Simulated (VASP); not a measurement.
The system is Hf2Pd2Se2Br2O3.

```xyz
11
Lattice="5.7607 0.0000 0.0000 -0.5225 5.8472 0.0000 -1.4885 -0.8866 6.6504" Properties=species:S:1:pos:R:3 pbc="T T T"
Hf    3.5663    2.0054    2.3269
Hf    0.5360    2.1234    3.9504
Pd    3.9014    0.0250    5.6428
Pd    0.4486    4.9633    2.3858
Se    2.0505    1.5287    6.2325
Se    2.4084    4.1009    3.5262
Br    4.1661    5.6578    1.0212
Br   -0.4146    4.0351    5.7341
O     4.5029    1.1680    3.9254
O     1.7542    1.0717    2.7176
O    -0.4211    3.0842    2.4395
```

The cell was built by a generator and needn't be a form met in nature.

```yaml
Program: VASP 6.6.1
Task: relaxation of cell and atoms
Functional: revPBE
Potentials_or_basis: VASP PAW PBE potentials, release 64 (Hf_pv, Pd, Se, Br, O)
Cutoff: 600 eV
k_mesh: 5 × 5 × 4
Occupations: fermi-dirac, width 0.05 eV
Spin: no spin polarisation
```

At the start: pressure 1.4 GPa; volume 20.36 Å³/atom.

Q: How do energy, volume and symmetry change on relaxing?

A: Over 14 steps the energy falls by 2.5 meV/atom and the volume is 20.85 Å³/atom (+2.4 %); space group P1 (No. 1, to 0.05 Å).

Step by step:
```tsv
step	energy change (eV)	largest force (eV/Å)	pressure (GPa)	volume (Å³)
1	0.0000	0.1609	1.37	224.01
2	-0.0140	0.3296	-0.85	229.72
3	-0.0179	0.2496	-0.17	227.86
4	-0.0243	0.1081	0.07	228.63
5	-0.0243	0.0987	0.06	228.60
6	-0.0256	0.0601	0.00	228.98
7	-0.0256	0.0762	-0.02	229.05
8	-0.0265	0.0413	-0.01	229.17
9	-0.0267	0.0479	0.01	229.25
10	-0.0271	0.0271	-0.03	229.34
11	-0.0273	0.0246	-0.06	229.44
12	-0.0274	0.0310	0.12	229.19
13	-0.0274	0.0244	0.06	229.27
14	-0.0276	0.0171	0.01	229.40
```

Final structure:
```
CELL_PARAMETERS angstrom
5.78661 0.00560 -0.00291
-0.51911 5.90479 0.00867
-1.49939 -0.88734 6.71255
ATOMIC_POSITIONS crystal
Hf 0.74659 0.39538 0.35233
Hf 0.28690 0.45427 0.59152
Pd 0.90731 0.13429 0.84852
Pd 0.25326 0.90271 0.35834
Se 0.63299 0.40252 0.93822
Se 0.62508 0.77905 0.53005
Br 0.85426 0.99462 0.15392
Br 0.22387 0.81681 0.85913
O 0.96184 0.29069 0.58951
O 0.43439 0.24763 0.41099
O 0.07353 0.58203 0.36748
```

Caveat: the PAW data sets were made with another functional, which shifts forces and pressure a little.
